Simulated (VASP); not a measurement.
Given:

```yaml
crystal:
  lattice:
    - [0.00000, 3.18407, 3.18407]
    - [3.18407, 0.00000, 3.18407]
    - [3.18407, 3.18407, 0.00000]
  atoms:
    - { symbol: Sn, position: [0.00000, 0.00000, 0.00000] }
    - { symbol: Te, position: [0.50000, 0.50000, 0.50000] }
```

Calculation: r2SCAN meta-GGA, VASP's PBE PAW potentials (set 64) (plane waves; VASP 6.6.1). Run with 400 eV cut-off, 7×7×7 Γ-centred mesh, Gaussian smearing of 0.050 eV, potentials Sn_d Te.

Problem. Estimate the energy per atom (σ→0).

Solution. 
The energy per atom (σ→0) is -25.344 eV/atom.

The compound is SnTe in the rock salt structure, which distorts at low temperature. It was relaxed first. The start is the result of an earlier pass.
